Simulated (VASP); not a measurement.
Here is the system:

```
CELL_PARAMETERS angstrom
      0.00000     2.53621     2.53621
      2.53621     0.00000     2.53621
      2.53621     2.53621     0.00000
ATOMIC_POSITIONS crystal
  Hf 0.00000 0.00000 0.00000
  O  0.25000 0.25000 0.25000
  O  0.75000 0.75000 0.75000
```

Computed with PBE GGA, VASP's PBE PAW potentials (set 64) (plane waves; VASP 6.6.1). Numerical set-up: 600 eV cut-off, 8×8×8 Γ-centred mesh, Gaussian smearing of 0.050 eV, potentials Hf_pv O.

Each relaxation starts from this cell; other phases were not tried.

Q: The cell is relaxed at 1 GPa. What happens?

A: The volume per atom goes from 10.88 to 10.82 Å³ (-0.5 %), and the cell becomes a = 5.064 Å, b = 5.064 Å, c = 5.064 Å, α = 90.00°, β = 90.00°, γ = 90.00°, space group Fm-3m. The gap on the mesh goes from 3.80 to 3.81 eV.

Q: The cell is relaxed at 30 GPa. What happens?

A: The volume per atom goes from 10.88 to 9.87 Å³ (-9.3 %), and the cell becomes a = 4.910 Å, b = 4.910 Å, c = 4.910 Å, α = 90.00°, β = 90.00°, γ = 90.00°, space group Fm-3m. The gap on the mesh goes from 3.80 to 4.06 eV.

Failed runs are left out, and for metals the shear rows, which the mesh's noise covers.

The compound is HfO2 in the fluorite structure, the high-temperature cubic form, which is unstable at 0 K; the monoclinic form is the stable one.
